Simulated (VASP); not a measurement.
Here is a VASP 6.6.1 calculation.

File INCAR:

```
SYSTEM = SnTe
  PREC = Accurate
  ENCUT = 600
  EDIFF = 1E-7
  ISMEAR = 0
  SIGMA = 0.03
  LREAL = .FALSE.
  LASPH = .TRUE.
  NELM = 80
  ALGO = Normal
  ISIF = 3
  LWAVE = .FALSE.
  LCHARG = .FALSE.
  GGA = CA
  IBRION = 2
  NSW = 90
  EDIFFG = -0.005
```

File KPOINTS:

```
regular mesh
0
G
  10 10 10
  0 0 0
```

POSCAR

```
SnTe                                    
1.0
   -0.0000000000      3.1195685553      3.1195685553
    3.1195685553      0.0000000000      3.1195685553
    3.1195685553      3.1195685553      0.0000000000
  Sn              Te            
     1     1
Direct
     0.0000000000000000    0.0000000000000000    0.0000000000000000
     0.5000000000000000    0.5000000000000000    0.5000000000000000
```

Potentials or basis: VASP PAW LDA potentials, release 64 (Sn_d, Te).

The run is started by

```console
$ cat potpaw_LDA.64/Sn_d/POTCAR potpaw_LDA.64/Te/POTCAR > POTCAR
$ mpirun -np 1 vasp_std > vasp.out
```

(1) Estimate the band gap on the k mesh.

Results:

(1) 0.21 eV, direct.

Caveat: the relaxation stopped at its first step, so nothing moved; spin-orbit coupling is left out, which moves the levels of the heavy elements.
